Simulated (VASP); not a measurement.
Output of a VASP run:

OSZICAR:
```
       N       E                     dE             d eps       ncg     rms          rms(c)
DAV:   1     0.825232813565E+02    0.82523E+02   -0.85356E+03   754   0.150E+03
DAV:   2    -0.173181643938E+01   -0.84255E+02   -0.80733E+02   824   0.266E+02
DAV:   3    -0.702486373164E+01   -0.52930E+01   -0.52613E+01   904   0.676E+01
DAV:   4    -0.707771927857E+01   -0.52856E-01   -0.52845E-01   834   0.702E+00
DAV:   5    -0.707799948270E+01   -0.28020E-03   -0.28019E-03   904   0.500E-01    0.503E+00
DAV:   6    -0.679188592664E+01    0.28611E+00   -0.81648E-01   951   0.336E+01    0.385E+00
DAV:   7    -0.677533198844E+01    0.16554E-01   -0.22728E-01   824   0.493E+00    0.166E+00
DAV:   8    -0.677315594378E+01    0.21760E-02   -0.38006E-03   894   0.670E-01    0.480E-01
DAV:   9    -0.677290399997E+01    0.25194E-03   -0.77931E-04   877   0.447E-01    0.667E-02
DAV:  10    -0.677294943062E+01   -0.45431E-04   -0.20787E-04   885   0.203E-01    0.218E-02
DAV:  11    -0.677294831641E+01    0.11142E-05   -0.27540E-05   902   0.806E-02    0.466E-03
DAV:  12    -0.677294838794E+01   -0.71536E-07   -0.74964E-06   872   0.207E-02    0.215E-03
DAV:  13    -0.677294839666E+01   -0.87223E-08   -0.62529E-07   839   0.100E-02
   1 F= -.67729484E+01 E0= -.67729484E+01  d E =-.835651E-12
```

OUTCAR:
```
------------------------ aborting loop because EDIFF is reached ----------------------------------------
  FORCE on cell =-STRESS in cart. coord.  units (eV):
  Direction    XX          YY          ZZ          XY          YZ          ZX
  --------------------------------------------------------------------------------------
  Total        0.0571492      0.0571492      0.0571492      0.0000000      0.0000000     -0.0000000
  in kB        2.0474223      2.0474223      2.0474223      0.0000000      0.0000000     -0.0000000
  external PRESSURE =       2.0474223 kB  Pullay stress =       0.0000000 kB
  volume of cell :       44.72
      direct lattice vectors                 reciprocal lattice vectors
     0.000000000  2.817264809  2.817264809    -0.177477104  0.177477104  0.177477104
     2.817264809  0.000000000  2.817264809     0.177477104 -0.177477104  0.177477104
     2.817264809  2.817264809  0.000000000     0.177477104  0.177477104 -0.177477104
  FREE ENERGIE OF THE ION-ELECTRON SYSTEM (eV)
  ---------------------------------------------------
  free  energy   TOTEN  =        -6.7729483967 eV

  energy  without entropy=       -6.7729483967  energy(sigma->0) =       -6.77294840
```
(Selected blocks of OUTCAR.)

POSCAR:
```
ZnSe
1
   -0.0000000000     2.8172648088     2.8172648088
    2.8172648088     0.0000000000     2.8172648088
    2.8172648088     2.8172648088     0.0000000000
Zn Se
1 1
Direct
  0.0000000000   0.0000000000   0.0000000000
  0.2500000000   0.2500000000   0.2500000000
```

Q: Write an INCAR and KPOINTS that could have produced this output.

A: One answer among several that fit: the input of the run itself, PBEsol GGA, plane waves, VASP's PBE PAW potentials (set 64).

**KPOINTS**
```
Automatic mesh
0
G
8 8 8
```

INCAR:
```
SYSTEM = ZnSe
PREC = Accurate; ENCUT = 480; LREAL = F
LASPH = T
EDIFF = 1E-7; NELM = 100; ALGO = Normal
LMAXMIX = 4
ISMEAR = 0; SIGMA = 0.05
GGA = PS
ISIF = 2
LWAVE = F; LCHARG = F
```

POTCAR, in this order: Zn Se (PBE.64 set). Program: vasp_std.

The compound is ZnSe in the zinc blende structure. It was relaxed first.
